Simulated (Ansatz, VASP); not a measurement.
# HfC: VASP beside Ansatz

Aim: how closely do two programs agree when they are given the same cell, functional and k mesh? The cell is taken from a series of VASP runs on this material, whose earlier steps may have relaxed, scaled or displaced it; both programs get it as it stands.

Calculated with Ansatz 0.2.0; plane waves, with VASP 6.6.1 beside it; single point at PBEsol.

## Step 1: The starting structure

Symmetry: Fm-3m, No. 225, cubic system. Conventional cell: a = 4.604 Å, b = 4.604 Å, c = 4.604 Å, α = 90.00°, β = 90.00°, γ = 90.00°. Nearest to Hf lie 6 C at 2.30 Å. Nearest to C lie 6 Hf at 2.30 Å. Farther neighbours are not listed.

## Step 2: Ansatz: single point, PBEsol

Ansatz runs on its default PAW (the set named soft_2) files.

A single point gives forces, pressure and levels at one fixed geometry, so differences don't come from the geometry; what else differs is listed under the comparison.

Input file input.yaml:

```yaml
crystal:
  lattice:
    - [0.0, 2.3022337384, 2.3022337384]
    - [2.3022337384, 0.0, 2.3022337384]
    - [2.3022337384, 2.3022337384, 0.0]
  atoms:
    - { symbol: Hf, position: [0.5, 0.5, 0.5] }
    - { symbol: C, position: [0.0, 0.0, 0.0] }
hamiltonian:
  xc: pbesol
  pseudopotentials: { kind: paw }
kpoints:
  mp_grid: { grid: [8, 8, 8] }
scf:
  occupations: { method: gaussian, width: 0.05 }
  n_extra_bands: 4
output:
  forces: true
  stress: true
  eigenvalues: true
  write_density: true
  write_potential: true
  elf: true
  volumetric_format: npy
```

Command:

```bash
> ansatz run input.yaml --threads 2 --pin off --max-ram 4608MiB --backend cpu --events-out ev --progress --plain --runs-dir out
```

Numbers of over 12 decimals in the logs are rounded to 6 here.

Output:

```text
scf.n_extra_bands = 4 over 15 filled bands (N_el = 30.0): the run solves 19 bands
Engine: ansatz 0.2.0, aarch64-unknown-linux-gnu
Pseudopotentials: kind: paw
Pseudopotential: Hf, paw, valence charge 26, recommended cutoff 420 eV (normal), Hf.paw.azcp
Pseudopotential: C, paw, valence charge 4, recommended cutoff 420 eV (normal), C.paw.azcp
Functional definition: PBEsol
  exchange = pbesol_x
  correlation = pbesol_c
Crystal: 2 atoms, lattice volume = 24.405 Å³
Basis set: ecut = 420 eV, 531 PW (Γ), exchange–correlation on 48×48×48 points (8 copies of the dense FFT grid, shifted against one another)
Bands: 19, of which v1, the nominal top of the filled ones, is band 15 counted from 1 (14 counted from 0)
Symmetry: 48 space group operations
Space group: Fm-3m (ITA 225), of the structure as read, at distance tolerance 2.9e-5 Å
k-points: 29 of 512
Non-local potential: Hf, projectors of the file, l = 0: 3, l = 1: 2, l = 2: 2, l = 3: 3
Non-local potential: C, projectors of the file, l = 0: 2, l = 1: 2, l = 2: 1
PAW form: soft (Blöchl's): semilocal exchange-correlation on the pseudo side does not see the compensation charge
PAW frozen core: Hf, regenerated for the run's functional, and the local potential with it (the file was generated under x = pbe(κ = 0.804, μ = 0.219515), c = pbe(β = 0.066725))
PAW frozen core: C, regenerated for the run's functional, and the local potential with it (the file was generated under x = pbe(κ = 0.804, μ = 0.219515), c = pbe(β = 0.066725))
PAW one-centre angular grid: Hf, 590 points (default); XC on 64 Gauss nodes
PAW one-centre angular grid: C, 110 points (default); XC on 64 Gauss nodes
Initial density: superposition of atomic densities (neutral atoms: chi_scale 0, normalization atom), corrected by the library's trained network
Initial wavefunctions: pseudopotential atomic-orbital guess
Functional: x = pbesol(κ = 0.804, μ = 0.123457), c = pbesol(β = 0.046)
SCF iter   1: F=—  HF=-15846.708106 eV  |F-HF|=—  |Δ(HF+E_count)|=         —  Δρ=9.17e-3  dr2=2.54e-2  ethr=1.77e-3  ⟨swp⟩=5.2  Hψ=2262  notcnv=0
preconditioner: auto → none  [insulator: Δε(μ)=0.183 eV  Ē_g=18.175 eV  σ=0.050 eV  W_gap=0.59  n_scr=14 (ndim 8)  ℏωp=39.8 eV  f_vac=0.000  D(μ)=0.69/eV (n_scr^D=0)  ε∞_Penn≈5.8]
SCF iter   2: F=—  HF=-15846.702132 eV  |F-HF|=—  |Δ(HF+E_count)|=   5.97e-3  Δρ=2.75e-3  dr2=2.35e-3  ethr=8.46e-5  ⟨swp⟩=2.0  Hψ=871  notcnv=0
SCF iter   3: F=—  HF=-15846.701635 eV  |F-HF|=—  |Δ(HF+E_count)|=   4.98e-4  Δρ=5.68e-4  dr2=3.77e-5  ethr=7.83e-6  ⟨swp⟩=2.0  Hψ=725  notcnv=0
SCF iter   4: F=—  HF=-15846.701612 eV  |F-HF|=—  |Δ(HF+E_count)|=   2.24e-5  Δρ=2.46e-4  dr2=1.14e-5  ethr=1.26e-7  ⟨swp⟩=2.4  Hψ=1026  notcnv=0
SCF iter   5: F=—  HF=-15846.701609 eV  |F-HF|=—  |Δ(HF+E_count)|=   3.07e-6  Δρ=8.77e-5  dr2=1.50e-6  ethr=3.80e-8  ⟨swp⟩=2.3  Hψ=937  notcnv=0
SCF iter   6: F=-15846.701609 eV  HF=-15846.701609 eV  |F-HF|=1.79e-8  |Δ(HF+E_count)|=   3.79e-7  Δρ=1.37e-5  dr2=2.94e-8  ethr=3.33e-10  ⟨swp⟩=7.9  Hψ=4299  notcnv=0
SCF 1 converged in 6 iterations: F = -15846.701609 eV  dr2 = 2.94e-8
  greatest PAW one-centre occupation: 0.998 electrons in one spin orbital (limit 2), on the Hf atom at site 0 (counted from 0), in its partial waves of l = 0
SCF converged after 6 iterations
Free energy (F): -15846.701609 eV
Harris-Foulkes:  -15846.701609 eV  (|F-HF|=1.79e-8)
Internal energy: -15846.700712 eV  (E = F + TS)
E sigma→0 (E₀):  -15846.701160 eV
Entropy (-TS):   -0.000897 eV (-0.448 meV/atom)
Fermi energy:    20.596870 eV
--- Per-component energies (eV) ---
  E_band       = 129.961706
  E_kinetic    = 513.251481
  E_local      = -4913.086059  (includes V_loc(G=0)·N_el)
  E_nonlocal   = -1211.001696
  E_hartree    = 2328.029745
  E_xc         = -346.846471
  E_vxc        = -327.275930  (∫ρ·V_xc dr)
  E_paw        = -6902.830483  (= ΣΔE_a)
  E_vpaw       = 1412.021229  (= ΣTr[D̂ρ^β])
  E_aug_tail   = 0.000005  (compensation charges beyond the density's cutoff)
  E_ewald      = -5315.489427
  E_core_change = 1.272192  (= ΣΔE_core)
  E_smearing   = -0.000897  (= −TS)
  E_closure    = -0.000000  (closes the sum)
  Σ components = -15846.701609   (vs F -15846.701609, Δ=0.00e0)
--- Forces (eV/Å), atoms counted from 1 ---
  atom   1  Hf     0.00000000    -0.00000000     0.00000000
  atom   2  C     -0.00000000     0.00000000     0.00000000
  max |Σ_I F_I| component: 4.46e-29 eV/Å
--- Stress (GPa, compression-positive) ---
        0.433266       0.000000      -0.000000
       -0.000000       0.433266      -0.000000
        0.000000       0.000000       0.433266
  P = ⅓ Tr σ = 0.4333 GPa (4.333 kbar)
--- Band table (eV; the first three rows and the last of 29) ---
  k-point 0: bands = [... 11 lower, 9.8057, 21.7235, 21.7235, 21.7235, 21.9441, 21.9441, 21.9441, 24.0439]
  k-point 1: bands = [... 11 lower, 9.8061, 19.8203, 20.3160, 20.3160, 22.5372, 22.5372, 22.9679, 25.6868]
  k-point 2: bands = [... 11 lower, 9.9460, 17.5659, 18.8073, 18.8073, 23.6785, 23.6785, 23.6810, 28.3631]
  k-point 28: bands = [... 11 lower, 11.0137, 17.5637, 17.8613, 17.8613, 24.3575, 24.3575, 27.5585, 27.9070]
```

The job ended after 1.1 s (2 threads of Arm Neoverse V2, shared host; peak memory 0.29 GiB; 1.6 s of CPU time).

The column dr2 measures how far the density is from self-consistency, as an energy; F and HF (Harris–Foulkes) agree once it is small.

The run ends at a pressure of 0.43 GPa.

## Step 3: VASP: single point, PBEsol

The same cell, functional, mesh and smearing now go to VASP, with its own data sets and cutoff.

Lines of VASP's logs that name or quote its potential files are left out, and so is its time.

Input file INCAR:

```
SYSTEM = HfC
PREC = Accurate
ENCUT = 520
EDIFF = 1E-06
NELM = 100
ISMEAR = 0
SIGMA = 0.05
LREAL = .FALSE.
ALGO = Normal
GGA = PS
NBANDS = 13
LASPH = .TRUE.
LORBIT = 11
LWAVE = .FALSE.
LCHARG = .TRUE.
ISIF = 2
LELF = .TRUE.
LVHAR = .TRUE.
```

Input file POSCAR:

```
HfC
1.0
    0.0000000000      2.3022337384      2.3022337384
    2.3022337384      0.0000000000      2.3022337384
    2.3022337384      2.3022337384      0.0000000000
Hf C
1 1
Direct
    0.5000000000      0.5000000000      0.5000000000
    0.0000000000      0.0000000000      0.0000000000
```

Input file KPOINTS:

```
Automatic mesh
0
Gamma
8 8 8
0 0 0
```

PAW data sets: Hf_pv and C (PBE family, release 64).

Command:

```bash
> mpirun -np 2 vasp_std
```

Output:

```text
[banner, memory and clock lines left out]
running    2 mpi-ranks, on    1 nodes
 distrk:  each k-point on    2 cores,    1 groups
 distr:  one band on    1 cores,    2 groups

 POSCAR found type information on POSCAR HfC
 POSCAR found :  2 types and       2 ions
|                                                                             |
|               ----> ADVICE to this user running VASP <----                  |
|                                                                             |
|     You enforced a specific xc type in the INCAR file but a different       |
|     [... a line on the potential file left out ...]
|     I HOPE YOU KNOW WHAT YOU ARE DOING!                                     |
|                                                                             |

 LDA part: xc-table for (Slater+PW92), standard interpolation
|                                                                             |
|           W    W    AA    RRRRR   N    N  II  N    N   GGGG   !!!           |
|           W    W   A  A   R    R  NN   N  II  NN   N  G    G  !!!           |
|           W    W  A    A  R    R  N N  N  II  N N  N  G       !!!           |
|           W WW W  AAAAAA  RRRRR   N  N N  II  N  N N  G  GGG   !            |
|           WW  WW  A    A  R   R   N   NN  II  N   NN  G    G                |
|           W    W  A    A  R    R  N    N  II  N    N   GGGG   !!!           |
|                                                                             |
|     The number of bands has been changed from the values supplied in        |
|     The orbitals not found in the WAVECAR file will be initialized with     |
|     random numbers, which is usually adequate. For correlated               |
|     calculations, however, you should redo the groundstate calculation.     |
|     I found NBANDS = 13. Now, NBANDS = 14.                                  |
|                                                                             |

 POSCAR, INCAR and KPOINTS ok, starting setup
 FFT: planning ... GRIDC
 FFT: planning ... GRID_SOFT
 FFT: planning ... GRID
 WAVECAR not read
 entering main loop
       N       E                     dE             d eps       ncg     rms          rms(c)
DAV:   1     0.211370802540E+02    0.21137E+02   -0.78443E+03   812   0.991E+02
DAV:   2    -0.235502494510E+02   -0.44687E+02   -0.41954E+02  1054   0.198E+02
DAV:   3    -0.250658101946E+02   -0.15156E+01   -0.15103E+01   992   0.266E+01
DAV:   4    -0.250718502461E+02   -0.60401E-02   -0.60398E-02   938   0.211E+00
DAV:   5    -0.250718845040E+02   -0.34258E-04   -0.34257E-04   994   0.143E-01    0.611E+01
DAV:   6    -0.222598730861E+02    0.28120E+01   -0.10435E+01   908   0.172E+01    0.429E+01
DAV:   7    -0.222082399999E+02    0.51633E-01   -0.50727E-01  1022   0.491E+00    0.239E+01
DAV:   8    -0.221961180311E+02    0.12122E-01   -0.58751E-02   980   0.185E+00    0.508E+00
DAV:   9    -0.221915154832E+02    0.46025E-02   -0.17403E-02   866   0.758E-01    0.205E+00
DAV:  10    -0.221911811396E+02    0.33434E-03   -0.13114E-03  1058   0.266E-01    0.820E-02
DAV:  11    -0.221911762763E+02    0.48633E-05   -0.73896E-05   920   0.742E-02    0.397E-02
DAV:  12    -0.221911760590E+02    0.21732E-06   -0.20235E-06   980   0.117E-02
   1 F= -.22191176E+02 E0= -.22190735E+02  d E =-.881227E-03
```

Parts of OUTCAR (step 3):

```text
ion  position               nearest neighbor table
   1  0.500  0.500  0.500-   2 2.30   2 2.30   2 2.30   2 2.30   2 2.30   2 2.30
   2  0.000  0.000  0.000-   1 2.30   1 2.30   1 2.30   1 2.30   1 2.30   1 2.30

  LATTYP: Found a face centered cubic cell.
 ALAT       =     4.6044674768

 Subroutine GETGRP returns: Found 48 space group operations
 (whereof 48 operations were pure point group operations)

The static configuration has the point symmetry O_h .

 Found     29 irreducible k-points:

   k-points           NKPTS =     29   k-points in BZ     NKDIM =     29   number of bands    NBANDS=     14

   dimension x,y,z NGX =    24 NGY =   24 NGZ =   24
   dimension x,y,z NGXF=    48 NGYF=   48 NGZF=   48

   ENCUT  =  520.0 eV  38.22 Ry    6.18 a.u.   6.05  6.05  6.05*2*pi/ulx,y,z

   NELECT =      14.0000    total number of electrons

 k-points in reciprocal lattice and weights: Automatic mesh
   0.00000000  0.00000000  0.00000000       0.002
   0.12500000  0.00000000  0.00000000       0.016
   0.25000000  0.00000000  0.00000000       0.016
   0.37500000  0.00000000  0.00000000       0.016
   0.50000000  0.00000000  0.00000000       0.008
   0.12500000  0.12500000  0.00000000       0.012
   0.25000000  0.12500000  0.00000000       0.047
   0.37500000  0.12500000  0.00000000       0.047
   0.50000000  0.12500000  0.00000000       0.047
[...]
-0.37500000  0.50000000  0.12500000       0.023
  -0.25000000  0.50000000  0.25000000       0.012

 average (electrostatic) potential at core
       1 -34.8854       2 -47.6201

 E-fermi :   5.9861

 k-point     1 :       0.0000    0.0000    0.0000
  band No.  band energies     occupation
      1     -23.3236      2.00000
      2     -23.3236      2.00000
      3     -23.3236      2.00000
      4      -6.4020      2.00000
      5       7.0812      0.00000
      6       7.0812      0.00000
      7       7.0812      0.00000
      8       7.3860      0.00000
      9       7.3860      0.00000
    ...

 k-point     2 :       0.1250    0.0000    0.0000
  band No.  band energies     occupation
    ...
      3     -23.3350      2.00000
      4      -5.9938      2.00000
      5       5.2059      2.00000
      6       5.7054      2.00000
      7       5.7054      2.00000
      8       7.9710      0.00000
      9       7.9710      0.00000
     10       8.3705      0.00000
     11      11.1202      0.00000
     12      11.1202      0.00000
    ...

 k-point     3 :       0.2500    0.0000    0.0000
  band No.  band energies     occupation
    ...
      3     -23.3622      2.00000
      4      -4.8992      2.00000
      5       2.9474      2.00000
      6       4.2197      2.00000
      7       4.2197      2.00000
      8       9.0780      0.00000
      9       9.1125      0.00000
     10       9.1125      0.00000
     11      13.8099      0.00000
     12      13.8099      0.00000
    ...

  Total        0.0172792      0.0172792      0.0172792     -0.0000000      0.0000000     -0.0000000
  in kB        1.1343760      1.1343760      1.1343760     -0.0000000      0.0000000     -0.0000000
  external PRESSURE =       1.1343760 kB  Pullay stress =       0.0000000 kB

  energy-cutoff  :      520.00
  volume of cell :       24.40
      direct lattice vectors                 reciprocal lattice vectors
     0.000000000  2.302233738  2.302233738    -0.217180381  0.217180381  0.217180381
     2.302233738  0.000000000  2.302233738     0.217180381 -0.217180381  0.217180381
     2.302233738  2.302233738  0.000000000     0.217180381  0.217180381 -0.217180381

 POSITION                                       TOTAL-FORCE (eV/Angst)
 -----------------------------------------------------------------------------------
      2.30223      2.30223      2.30223        -0.000000      0.000000      0.000000
      0.00000      0.00000      0.00000         0.000000     -0.000000     -0.000000
 -----------------------------------------------------------------------------------
    total drift:                                0.000000     -0.000000      0.000000

  FREE ENERGIE OF THE ION-ELECTRON SYSTEM (eV)
  ---------------------------------------------------
  free  energy   TOTEN  =       -22.1911760590 eV

  energy  without entropy=      -22.1902948316  energy(sigma->0) =      -22.19073545

 total charge
# of ion       s       p       d       tot
------------------------------------------
    1        0.319   6.661   1.729   8.709
    2        0.871   1.517   0.000   2.388
--------------------------------------------------
tot          1.190   8.178   1.729  11.097

[... 3 further parts left out ...]
```

Harder data sets than Hf_pv exist (the GW ones), and pressures, volumes and forces can shift noticeably with them.

## Step 4: Differences

Known differences besides the potentials themselves: the data sets hold 30 valence electrons in Ansatz (default PAW (the set named soft_2) files) and 14 in VASP; the cutoff is 420 eV in Ansatz and 520 eV in VASP; Ansatz makes its cores anew for this functional, VASP keeps those of its PBE data sets. Total energies have different zeros and are not compared.

Compared:

| quantity | Ansatz | VASP | difference |
| --- | --- | --- | --- |
| pressure (GPa) | 0.43 | 0.11 | +0.32 |
| pressure without Ansatz's Pulay correction (GPa) | 0.18 | 0.11 | +0.06 |

Ansatz's pressure holds a Pulay correction of 0.26 GPa; VASP's holds none.

## Step 5: Other set-ups

Further runs change the set-up of one program: Ansatz's method, potentials or start, or VASP's data sets, cutoff or form of LDA. The table gives Ansatz less VASP for each quantity, since a change that brings one quantity closer may part another.

| run | pressure (GPa) |
| --- | --- |
| as above | 0.32 |
| Ansatz's all-electron LAPW method | 0.37 |

## Step 6: Summary of results

| Item | Value |
| --- | --- |
| difference in pressure (single point, PBEsol) | 0.32 GPa |

In words: The difference in pressure is 0.32 GPa (single point, PBEsol), within the 1 GPa picked in this series as the mark of a large difference. For single point, PBEsol, no further run moves any of the tabulated differences by more than a quarter of its size. How closely two codes agree says nothing of how well the functional describes the real material.

[Lines on the potential files, build, host, timing and source positions are cut from VASP's logs without a mark.]

[Logs are printed without paths, hosts, clocks, repeated set-up lines and the standing remarks that a program may print on its own settings, such as how far it seeks lower states.]

[Hosts, paths, dates, database ids (printed as entryN), source tags and the programs' standing remarks are cut or masked in the printed files.]
